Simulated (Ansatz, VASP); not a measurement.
## Zr3F2: VASP beside Ansatz

```
Zr F
1.0
     5.44723    0.00000    0.00000
    -2.72361    4.71744    0.00000
     0.00000    0.00000    4.33711
Zr F
3 2
Direct
  0.50000 0.00000 0.00000
  0.00000 0.50000 0.00000
  0.50000 0.50000 0.00000
  0.00000 0.00000 0.50000
  0.00000 0.00000 0.00000
```

Alike in both runs: functional PBE; k mesh 6 × 6 × 4; occupations gaussian, width 0.1 eV; no spin polarisation.

Ansatz relaxed the structure, and its values are those at the end. VASP's run is a single point on that final structure, the one shown.

|  | VASP | Ansatz |
| --- | --- | --- |
| version | VASP 6.6.1 | Ansatz 0.2.0 |
| potentials or method | VASP PAW PBE potentials, release 64 (Zr_sv, F) | scalar-relativistic, plane waves, PAW |
| plane-wave cutoff (eV) | 520 | 420 |
| valence electrons in the cell | 50 | 50 |

```csv
,VASP,Ansatz,Ansatz less VASP
gap on the k mesh at the Fermi level (eV),none,none,-
pressure (GPa),0.0,0.0,+0.03
```

A gap of «none» marks a metal or a gap that the smearing closes. With one functional, cell and mesh, what is left measures potentials, basis and numerics.

Caveats: the k mesh is coarse (spacing up to 0.36 Å⁻¹), so the values aren't converged.
